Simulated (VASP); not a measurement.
Input:

```xyz
4
Lattice="-1.6938 1.6938 5.8088 1.6938 -1.6938 5.8088 1.6938 1.6938 -5.8088" Properties=species:S:1:pos:R:3 pbc="T T T"
Ta     0.0000     0.0000     8.7174
Ta     0.0000     1.6938     0.0042
Si     0.0000     0.0000     1.9244
Si     0.0000     1.6938     4.8288
```

Method: PBEsol GGA, VASP's PBE PAW potentials (set 64) (plane waves; VASP). Numerical set-up: 400 eV cut-off, 14×14×14 Γ-centred mesh, tetrahedra with Blöchl corrections, potentials Ta_pv Si.

Unless said otherwise, spin-orbit coupling is left out, though it shifts the bands of the heavy elements here.

Question: What does the run give for the energy per atom (σ→0), band gap (on the k-mesh) with the smallest direct gap where there is one?

Answer: 
| Quantity | Result |
|---|---|
| band gap (on the k-mesh) | none (metal, semimetal or under 0.01 eV) |
| energy per atom (σ→0) | -900.3 kJ/mol-atom |

Only differences to runs with the same potentials and settings are physical.

The structure was generated: TaSi was put into the NbAs type (I4_1md), which need not be its known phase. It was relaxed first.
